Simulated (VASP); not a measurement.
```xyz
5
Lattice="3.8475 0.0000 0.0000 0.0000 3.8475 0.0000 0.0000 0.0000 3.8475" Properties=species:S:1:pos:R:3 pbc="T T T"
Sr     0.0000     0.0000     0.0000
Ti     1.9237     1.9237     1.9237
O      1.9237     0.0000     1.9237
O      0.0000     1.9237     1.9237
O      1.9237     1.9237     0.0000
```

Computed with TPSS meta-GGA, VASP's PBE PAW potentials (set 64) (plane waves; VASP 6.6.1). Numerical set-up: 520 eV cut-off, 6×6×6 Γ-centred mesh, Gaussian smearing of 0.050 eV, potentials Sr_sv Ti_sv O.

Problem. Estimate the energy per atom (σ→0), pressure, band gap (on the k-mesh) with the smallest direct gap where there is one.

Solution. 
```json
{
 "band gap (on the k-mesh)": "2.02 eV",
 "smallest direct gap (on the k-mesh)": "2.37 eV",
 "energy per atom (σ→0)": "-12.540 eV/atom",
 "pressure": "127.0 kbar"
}
```

The absolute energy has meaning only against runs of the same code, potentials and settings.

The compound is SrTiO3 in the cubic perovskite structure, the ideal cubic form; the compound distorts at low or room temperature. This cell is one point of a volume scan, at 0.94 of the reference volume.
